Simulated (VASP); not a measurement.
Calculation: TPSS meta-GGA, VASP's PBE PAW potentials (set 64) (plane waves; VASP).

Input for VASP

POSCAR:
```
CdS
1
    0.0000000000     2.9082764066     2.9082764066
    2.9082764066     0.0000000000     2.9082764066
    2.9082764066     2.9082764066     0.0000000000
Cd S
1 1
Direct
  0.0000000000   0.0000000000   0.0000000000
  0.2500000000   0.2500000000   0.2500000000
```

INCAR:
```
SIGMA=0.05
ENCUT=520   ! plane-wave cut-off (eV)
LREAL=F
SYSTEM=CdS
ALGO=Normal   ! blocked Davidson
EDIFF=1E-7   ! SCF stop (eV)
LMIXTAU=T
PREC=Accurate
LASPH=T
LCHARG=F
ISMEAR=0
ISIF=2   ! forces and stress, cell fixed
LWAVE=F
NELM=100
LMAXMIX=4   ! l cut-off of mixed one-centre charges
METAGGA=TPSS
```

### KPOINTS
```
Automatic mesh
0
Gamma
8 8 8
0 0 0
```

POTCAR, in this order: Cd S (PBE.64 set). Program: vasp_std.

The run wrote:

### OSZICAR
```
       N       E                     dE             d eps       ncg     rms          rms(c)
DAV:   1     0.222205164053E+03    0.22221E+03   -0.41428E+04   754   0.119E+05
DAV:   2     0.449685744328E+00   -0.22176E+03   -0.20892E+03  1058   0.407E+02
DAV:   3    -0.262337755878E+02   -0.26683E+02   -0.26007E+02  1205   0.137E+02
DAV:   4    -0.359214333528E+02   -0.96877E+01   -0.18363E+02  1006   0.251E+01
DAV:   5    -0.280928478317E+02    0.78286E+01   -0.12764E+02  1050   0.114E+01    0.147E+01
DAV:   6    -0.195042808337E+02    0.85886E+01   -0.10741E+02   862   0.451E+01    0.706E+00
DAV:   7    -0.194792375933E+02    0.25043E-01   -0.51864E-01   854   0.643E+00    0.392E+00
DAV:   8    -0.192737595597E+02    0.20548E+00   -0.39224E-01   809   0.664E+00    0.102E+00
DAV:   9    -0.194894697329E+02   -0.21571E+00   -0.12514E-01   764   0.418E+00    0.491E-01
DAV:  10    -0.194641909811E+02    0.25279E-01   -0.50265E-02   764   0.230E+00    0.316E-01
DAV:  11    -0.194661991734E+02   -0.20082E-02   -0.20538E-03   889   0.473E-01    0.124E-01
DAV:  12    -0.524873333764E+04   -0.52293E+04   -0.51552E+04  1266   0.266E+01    0.938E+01
DAV:  13    -0.820558286053E+01    0.52405E+04   -0.15925E+04   824   0.615E+02    0.222E+01
DAV:  14    -0.180030746374E+02   -0.97975E+01   -0.59699E+01   855   0.256E+01    0.424E+00
DAV:  15    -0.193748154365E+02   -0.13717E+01   -0.69431E+00   939   0.139E+01    0.250E+00
DAV:  16    -0.194700001742E+02   -0.95185E-01   -0.29459E-01   839   0.308E+00    0.167E+00
DAV:  17    -0.194706542772E+02   -0.65410E-03   -0.11396E-02   859   0.101E+00    0.139E+00
DAV:  18    -0.194786143551E+02   -0.79601E-02   -0.64397E-03   804   0.911E-01    0.948E-01
DAV:  19    -0.194801687574E+02   -0.15544E-02   -0.25672E-03   789   0.532E-01    0.810E-01
DAV:  20    -0.194798415203E+02    0.32724E-03   -0.17574E-04   884   0.200E-01    0.694E-01
DAV:  21    -0.194788774577E+02    0.96406E-03   -0.10107E-03   759   0.470E-01    0.486E-01
DAV:  22    -0.194789207754E+02   -0.43318E-04   -0.14120E-04   779   0.133E-01    0.397E-01
DAV:  23    -0.194786940884E+02    0.22669E-03   -0.15311E-04   754   0.187E-01    0.292E-01
DAV:  24    -0.194784049822E+02    0.28911E-03   -0.66947E-04   754   0.326E-01    0.854E-02
DAV:  25    -0.194783725609E+02    0.32421E-04   -0.64820E-05   839   0.889E-02    0.189E-02
DAV:  26    -0.194783766119E+02   -0.40510E-05   -0.47224E-06   794   0.226E-02    0.125E-02
DAV:  27    -0.194783828137E+02   -0.62018E-05   -0.10359E-06   814   0.110E-02    0.103E-02
DAV:  28    -0.194783971276E+02   -0.14314E-04   -0.13231E-06   774   0.925E-03    0.103E-02
DAV:  29    -0.194783989301E+02   -0.18024E-05   -0.18688E-07   592   0.506E-03    0.109E-02
DAV:  30    -0.194784021705E+02   -0.32405E-05   -0.33697E-07   746   0.655E-03    0.968E-03
DAV:  31    -0.194784055966E+02   -0.34261E-05   -0.13766E-07   487   0.290E-03    0.975E-03
DAV:  32    -0.194784056188E+02   -0.22225E-07   -0.90058E-08   377   0.133E-03
   1 F= -.19478406E+02 E0= -.19478406E+02  d E =-.213414E-17
```

### OUTCAR
```
------------------------ aborting loop because EDIFF is reached ----------------------------------------
  FORCE on cell =-STRESS in cart. coord.  units (eV):
  Direction    XX          YY          ZZ          XY          YZ          ZX
  --------------------------------------------------------------------------------------
  Total        1.1914909      1.1914909      1.1914909      0.0000000     -0.0000000     -0.0000000
  in kB       38.8029072     38.8029072     38.8029072      0.0000000     -0.0000000     -0.0000000
  external PRESSURE =      38.8029072 kB  Pullay stress =       0.0000000 kB
  volume of cell :       49.20
      direct lattice vectors                 reciprocal lattice vectors
     0.000000000  2.908276407  2.908276407    -0.171923136  0.171923136  0.171923136
     2.908276407  0.000000000  2.908276407     0.171923136 -0.171923136  0.171923136
     2.908276407  2.908276407  0.000000000     0.171923136  0.171923136 -0.171923136
  FREE ENERGIE OF THE ION-ELECTRON SYSTEM (eV)
  ---------------------------------------------------
  free  energy   TOTEN  =       -19.4784056188 eV

  energy  without entropy=      -19.4784056188  energy(sigma->0) =      -19.47840562
```
(Selected blocks of OUTCAR.)

The compound is CdS in the zinc blende structure, a metastable form; wurtzite is the usual one. This cell is one point of a volume scan, at 0.94 of the reference volume.
